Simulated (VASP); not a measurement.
# PmSe (F-43m) in VASP: settings compared

One crystal, PmSe, is run at these levels: PBE+U, LDA+U; tasks: single point.

Program: VASP 6.6.1. These are calculated values, not measurements. Logs are shortened: lines on timing, memory, paths and dates and some standing lists are left out, and cuts for length are marked.

### 1 The crystal as given

The structure is cubic, space group F-43m (No. 216). The conventional cell has a = 6.446 Å, b = 6.446 Å, c = 6.446 Å, α = 90.00°, β = 90.00°, γ = 90.00°. Pm (site symmetry -43m) has 4 Se at 2.79 Å as nearest neighbours. Se (site symmetry -43m) has 4 Pm at 2.79 Å as nearest neighbours.

The cell comes from a database or a generator and needn't be the stable form of this composition.

### 2 Single point, PBE+U, collinear spin, random start

The input, INCAR:

```
PREC     = Accurate       # precision mode
ENCUT    = 520            # plane-wave cutoff, eV
EDIFF    = 1E-6           # SCF threshold, eV
ISMEAR   = 0              # smearing method
SIGMA    = 0.05           # smearing width, eV
LREAL    = False          # projectors in reciprocal space
LASPH    = True           # aspherical terms in the spheres
NELM     = 120            # most SCF steps
ALGO     = Normal         # electronic algorithm
ISIF     = 2              # what is computed and relaxed
LWAVE    = False          # write WAVECAR
LCHARG   = True           # write CHGCAR
ISPIN    = 2              # spin polarisation
MAGMOM   = 2.48 0         # initial moments
LORBIT   = 11             # projections on sites
LMAXMIX  = 6              # l up to which the mixer works
LDAU     = True           # DFT+U
LDAUTYPE = 2            
LDAUL    = 3 -1           # shell
LDAUU    = 4 0            # U, eV
LDAUJ    = 0 0          
LDAUPRINT= 1            
GGA      = PE             # functional
LELF     = True           # ELF
LVHAR    = True
```

The input, KPOINTS:

```
Automatic mesh
0
Gamma
  5 5 5
```

The input, POSCAR:

```
PmSe
1.0
    0.0000000000      3.2231904100      3.2231904100
    3.2231904100      0.0000000000      3.2231904100
    3.2231904100      3.2231904100      0.0000000000
Pm Se
1 1
Direct
    0.0000000000      0.0000000000      0.0000000000
    0.2500000000      0.2500000000      0.2500000000
```

Potentials or basis: VASP PAW PBE potentials, release 64 (Pm, Se).

Run with:

```bash
> cat potpaw_PBE.64/Pm/POTCAR potpaw_PBE.64/Se/POTCAR > POTCAR
> mpirun -np 1 vasp_std > vasp.out
```

OUTCAR:

```text
PREC = Accurate
   ENCUT = 520
   EDIFF = 1E-6
   ISMEAR = 0
   LREAL = False
   LASPH = True
   NELM = 120
   ISIF = 2
   ISPIN = 2
   LORBIT = 11
   GGA = PE

 ion  position               nearest neighbor table
   1  0.000  0.000  0.000-   2 2.79   2 2.79   2 2.79   2 2.79
   2  0.250  0.250  0.250-   1 2.79   1 2.79   1 2.79   1 2.79

  LATTYP: Found a face centered cubic cell.
 ALAT       =     6.4463808200

  Lattice vectors:

 A1 = (   0.0000000000,   3.2231904100,   3.2231904100)
 A2 = (   3.2231904100,   0.0000000000,   3.2231904100)
 A3 = (   3.2231904100,   3.2231904100,   0.0000000000)

Analysis of symmetry for initial positions (statically):
=====================================================================
 Subroutine PRICEL returns:
 Original cell was already a primitive cell.

 Routine SETGRP: Setting up the symmetry group for a
 face centered cubic supercell.

 Subroutine GETGRP returns: Found 24 space group operations
 (whereof 24 operations were pure point group operations)
 out of a pool of 48 trial point group operations.

The static configuration has the point symmetry T_d .

Analysis of symmetry for dynamics (positions and initial velocities):
=====================================================================
 Subroutine PRICEL returns:
 Original cell was already a primitive cell.

 Routine SETGRP: Setting up the symmetry group for a
 face centered cubic supercell.

 Subroutine GETGRP returns: Found 24 space group operations
 (whereof 24 operations were pure point group operations)
 out of a pool of 48 trial point group operations.

The dynamic configuration has the point symmetry T_d .

Analysis of structural, dynamic, and magnetic symmetry:
=====================================================================
 Subroutine PRICEL returns:
 Original cell was already a primitive cell.

 Routine SETGRP: Setting up the symmetry group for a
 face centered cubic supercell.

 Subroutine GETGRP returns: Found 24 space group operations
 (whereof 24 operations were pure point group operations)
 out of a pool of 48 trial point group operations.

The overall configuration has the point symmetry T_d .

 Subroutine INISYM returns: Found 24 space group operations
 (whereof 24 operations are pure point group operations),
 and found     1 'primitive' translations

----------------------------------------------------------------------------------------

                                     Primitive cell

  volume of cell :      66.9712

  direct lattice vectors                    reciprocal lattice vectors
     0.000000000  3.223190410  3.223190410    -0.155125803  0.155125803  0.155125803
     3.223190410  0.000000000  3.223190410     0.155125803 -0.155125803  0.155125803
     3.223190410  3.223190410  0.000000000     0.155125803  0.155125803 -0.155125803

  length of vectors
     4.558279592  4.558279592  4.558279592     0.268685772  0.268685772  0.268685772

  position of ions in fractional coordinates (direct lattice)
     0.000000000  0.000000000  0.000000000
     0.250000000  0.250000000  0.250000000

  ion indices of the primitive-cell ions
   primitive index   ion index
                 1           1
                 2           2

----------------------------------------------------------------------------------------

 KPOINTS: Automatic mesh

Automatic generation of k-mesh.
 Grid dimensions read from file:
 generate k-points for:    5    5    5

 Generating k-lattice:
[... 98 lines left out ...]
 -0.4008 -0.0000  0.6679  0.0000 -0.0000  0.0000 -0.0000
  0.0000  0.0000  0.0000  0.1505 -0.0000 -0.0000  0.0000
 -0.0000 -0.0000 -0.0000 -0.0000  0.6679 -0.0000  0.4008
 -0.0000 -0.0000  0.0000 -0.0000 -0.0000  0.9783 -0.0000
  0.0000 -0.0000 -0.0000  0.0000  0.4008 -0.0000  0.4609

spin component  2

  0.0025 -0.0000  0.0002  0.0000  0.0000 -0.0000 -0.0000
 -0.0000  0.0047  0.0000 -0.0000 -0.0000  0.0000  0.0000
  0.0002  0.0000  0.0024 -0.0000  0.0000 -0.0000  0.0000
  0.0000 -0.0000 -0.0000  0.0027  0.0000  0.0000  0.0000
  0.0000 -0.0000  0.0000  0.0000  0.0024  0.0000 -0.0002
 -0.0000  0.0000 -0.0000  0.0000  0.0000  0.0022  0.0000
 -0.0000  0.0000  0.0000  0.0000 -0.0002  0.0000  0.0025

 occupancies and eigenvectors

  o =  0.0022  v =  0.0000  0.0000  0.0000  0.0000  0.0000  0.0000  0.0000  0.0066  0.0000 -0.0085  0.0000 -0.0083 -0.9999 -0.0064      0.0000  0.0000  0.0000  0.0000  0.0000  0.0000  0.0000  0.0000  0.0000  0.0000  0.0000  0.0000  0.0000  0.0000
  o =  0.0022  v =  0.0000  0.0000  0.0000  0.0000  0.0000  0.0000  0.0000  0.6118  0.0000 -0.7898 -0.0000  0.0328  0.0103  0.0254      0.0000  0.0000  0.0000  0.0000  0.0000  0.0000  0.0000  0.0000  0.0000  0.0000  0.0000  0.0000  0.0000  0.0000
  o =  0.0022  v =  0.0000  0.0000  0.0000  0.0000  0.0000  0.0000  0.0000  0.0253  0.0000 -0.0327 -0.0000 -0.7898  0.0109 -0.6118      0.0000  0.0000  0.0000  0.0000  0.0000  0.0000  0.0000  0.0000  0.0000  0.0000  0.0000  0.0000  0.0000  0.0000
  o =  0.0027  v =  0.0000  0.0000  0.0000  0.0000  0.0000  0.0000  0.0000  0.7904  0.0000  0.6123 -0.0175 -0.0009 -0.0000  0.0012      0.0000  0.0000  0.0000  0.0000  0.0000  0.0000  0.0000  0.0000  0.0000  0.0000  0.0000  0.0000  0.0000  0.0000
  o =  0.0027  v =  0.0000  0.0000  0.0000  0.0000  0.0000  0.0000  0.0000  0.0138  0.0000  0.0107  0.9998 -0.0028  0.0000  0.0036      0.0000  0.0000  0.0000  0.0000  0.0000  0.0000  0.0000  0.0000  0.0000  0.0000  0.0000  0.0000  0.0000  0.0000
  o =  0.0027  v =  0.0000  0.0000  0.0000  0.0000  0.0000  0.0000  0.0000  0.0012  0.0000  0.0010  0.0045  0.6124 -0.0000 -0.7906      0.0000  0.0000  0.0000  0.0000  0.0000  0.0000  0.0000  0.0000  0.0000  0.0000  0.0000  0.0000  0.0000  0.0000
  o =  0.0047  v =  0.0000  0.0000  0.0000  0.0000  0.0000  0.0000  0.0000  0.0000  1.0000 -0.0000 -0.0000 -0.0000  0.0000 -0.0000      0.0000  0.0000  0.0000  0.0000  0.0000  0.0000  0.0000  0.0000  0.0000  0.0000  0.0000  0.0000  0.0000  0.0000
  o =  0.1505  v = -0.0013 -0.0000 -0.0010  0.4857 -0.5353  0.0000  0.6911  0.0000  0.0000  0.0000  0.0000  0.0000  0.0000  0.0000      0.0000  0.0000  0.0000  0.0000  0.0000  0.0000  0.0000  0.0000  0.0000  0.0000  0.0000  0.0000  0.0000  0.0000
  o =  0.1505  v =  0.7906  0.0000  0.6124  0.0008 -0.0009  0.0000  0.0012  0.0000  0.0000  0.0000  0.0000  0.0000  0.0000  0.0000      0.0000  0.0000  0.0000  0.0000  0.0000  0.0000  0.0000  0.0000  0.0000  0.0000  0.0000  0.0000  0.0000  0.0000
  o =  0.1505  v = -0.0000 -0.0000 -0.0000 -0.8741 -0.2974 -0.0000  0.3840  0.0000  0.0000  0.0000  0.0000  0.0000  0.0000  0.0000      0.0000  0.0000  0.0000  0.0000  0.0000  0.0000  0.0000  0.0000  0.0000  0.0000  0.0000  0.0000  0.0000  0.0000
  o =  0.9634  v =  0.0000  1.0000 -0.0000 -0.0000 -0.0000  0.0000 -0.0000  0.0000  0.0000  0.0000  0.0000  0.0000  0.0000  0.0000      0.0000  0.0000  0.0000  0.0000  0.0000  0.0000  0.0000  0.0000  0.0000  0.0000  0.0000  0.0000  0.0000  0.0000
  o =  0.9783  v =  0.0000 -0.0000  0.0000  0.0000 -0.5771  0.6834 -0.4470  0.0000  0.0000  0.0000  0.0000  0.0000  0.0000  0.0000      0.0000  0.0000  0.0000  0.0000  0.0000  0.0000  0.0000  0.0000  0.0000  0.0000  0.0000  0.0000  0.0000  0.0000
  o =  0.9783  v =  0.0000  0.0000 -0.0000  0.0000  0.5403  0.7300  0.4185  0.0000  0.0000  0.0000  0.0000  0.0000  0.0000  0.0000      0.0000  0.0000  0.0000  0.0000  0.0000  0.0000  0.0000  0.0000  0.0000  0.0000  0.0000  0.0000  0.0000  0.0000
  o =  0.9783  v =  0.6124 -0.0000 -0.7906 -0.0000 -0.0000  0.0000 -0.0000  0.0000  0.0000  0.0000  0.0000  0.0000  0.0000  0.0000      0.0000  0.0000  0.0000  0.0000  0.0000  0.0000  0.0000  0.0000  0.0000  0.0000  0.0000  0.0000  0.0000  0.0000

 number of electron      20.9999999 magnetization       4.9931425

 Free energy of the ion-electron system (eV)
  ---------------------------------------------------
  ext. energy  EPLUGINS =         0.00000000
  ---------------------------------------------------
  free energy    TOTEN  =       -12.79850932 eV

  energy without entropy =      -12.79022967  energy(sigma->0) =      -12.79436949

 E-fermi :   5.0075     XC(G=0):  -8.7365

 val. band max:        5.0040824916   @ k =  -0.2000   0.2000   0.0000
 cond. band min:       5.0080684300   @ k =  -0.4000   0.4000   0.2000
 fundamental gap:      0.0039859384
 Fermi energy:         5.0074650895

 spin component 1

 k-point     1 :       0.0000    0.0000    0.0000
  band No.  band energies     occupation
      1     -34.7798      1.00000
      2     -15.1814      1.00000
      3     -15.1814      1.00000
      4     -15.1814      1.00000
      5      -9.1402      1.00000
      6       0.5719      1.00000
      7       0.5719      1.00000
      8       0.5719      1.00000
      9       1.4808      1.00000
     10       1.4808      1.00000
     11       1.4809      1.00000
     12       1.9531      1.00000
[... 150 lines left out ...]
      1     -34.7687      1.00000
      2     -15.4587      1.00000
      3     -15.2820      1.00000
      4     -15.2435      1.00000
      5      -8.4885      1.00000
      6       0.1867      1.00000
      7       0.7113      1.00000
      8       1.0211      1.00000
      9       1.4260      1.00000
     10       1.5826      1.00000
     11       1.8626      1.00000
     12       2.1999      1.00000
     13       4.4381      1.00000
     14       5.0081      0.49319
     15       5.1204      0.00070
 Fermi energy:         5.0074650895

 spin component 2

 k-point     1 :       0.0000    0.0000    0.0000
  band No.  band energies     occupation
      1     -32.6685      1.00000
      2     -13.6332      1.00000
      3     -13.6332      1.00000
      4     -13.6332      1.00000
      5      -9.1099      1.00000
      6       0.7935      1.00000
      7       0.7935      1.00000
      8       0.7935      1.00000
      9       5.0114      0.45574
     10       6.8228      0.00000
     11       6.8228      0.00000
     12       7.9796      0.00000
[... 151 lines left out ...]
      2     -14.0367      1.00000
      3     -13.7562      1.00000
      4     -13.7108      1.00000
      5      -8.3566      1.00000
      6       0.5171      1.00000
      7       1.0136      1.00000
      8       1.5658      1.00000
      9       5.4201      0.00000
     10       6.3325      0.00000
     11       7.5836      0.00000
     12       8.1697      0.00000
     13       8.2354      0.00000
     14       8.2841      0.00000
     15       8.5946      0.00000

------------------------ aborting loop because EDIFF is reached ----------------------------------------

  FORCE on cell =-STRESS in cart. coord.  units (eV):
  Direction    XX          YY          ZZ          XY          YZ          ZX
  --------------------------------------------------------------------------------------
  -------------------------------------------------------------------------------------
  Total        2.5512041      2.5512041      2.5512041      0.0000000      0.0000000     -0.0000000
  in kB       61.0334471     61.0334471     61.0334471      0.0000000      0.0000000     -0.0000000
  external PRESSURE =      61.0334471 kB  Pullay stress =       0.0000000 kB

 VOLUME and BASIS-vectors are now :
 -----------------------------------------------------------------------------
  energy-cutoff  :      520.00
  volume of cell :       66.97
      direct lattice vectors                 reciprocal lattice vectors
     0.000000000  3.223190410  3.223190410    -0.155125803  0.155125803  0.155125803
     3.223190410  0.000000000  3.223190410     0.155125803 -0.155125803  0.155125803
     3.223190410  3.223190410  0.000000000     0.155125803  0.155125803 -0.155125803

 POSITION                                       TOTAL-FORCE (eV/Angst)
 -----------------------------------------------------------------------------------
      0.00000      0.00000      0.00000        -0.000000     -0.000000     -0.000000
      1.61160      1.61160      1.61160         0.000000      0.000000      0.000000
 -----------------------------------------------------------------------------------
    total drift:                                0.000000      0.000000      0.000000

  FREE ENERGIE OF THE ION-ELECTRON SYSTEM (eV)
  ---------------------------------------------------
  free  energy   TOTEN  =       -12.7985093226 eV

  energy  without entropy=      -12.7902296667  energy(sigma->0) =      -12.79436949

 total charge

# of ion       s       p       d       f       tot
--------------------------------------------------
    1        2.011   5.559   0.484   4.363  12.417
    2        1.442   2.520   0.023   0.000   3.985
--------------------------------------------------
tot          3.453   8.080   0.507   4.363  16.403

 magnetization (x)

# of ion       s       p       d       f       tot
--------------------------------------------------
    1       -0.012   0.015   0.156   4.325   4.484
    2       -0.006  -0.060   0.016   0.000  -0.049
--------------------------------------------------
tot         -0.018  -0.044   0.172   4.325   4.435
```

It took 43 s on 1 thread of Intel Xeon 6975P-C (Granite Rapids), shared host; peak memory 0.24 GiB.

Results:

```yaml
Free_energy: -12.7985 eV
Pressure: 6.1 GPa
Band_gap_on_the_k_mesh: none (metal or under the smearing width)
Net_moment: 4.99 μB per cell
Site_moments: Pm +4.48; Se -0.05 μB
Valence_electrons_inside_the_program's_atomic_spheres: Pm 12.42; Se 3.98
```

Eigenvalues of the final occupation matrices:
```csv
site,spin,trace,eigenvalues
site 1 f,1,4.35,0.15 0.15 0.15 0.96 0.98 0.98 0.98
site 1 f,2,0.02,0.00 0.00 0.00 0.00 0.00 0.00 0.00
```

Caveat: the magnetic or orbital state may not be the lowest; spin-orbit coupling is left out, which moves the levels of the heavy elements. The state reached can hang on the start; a lower one may exist.

[end of part 1 of 2]
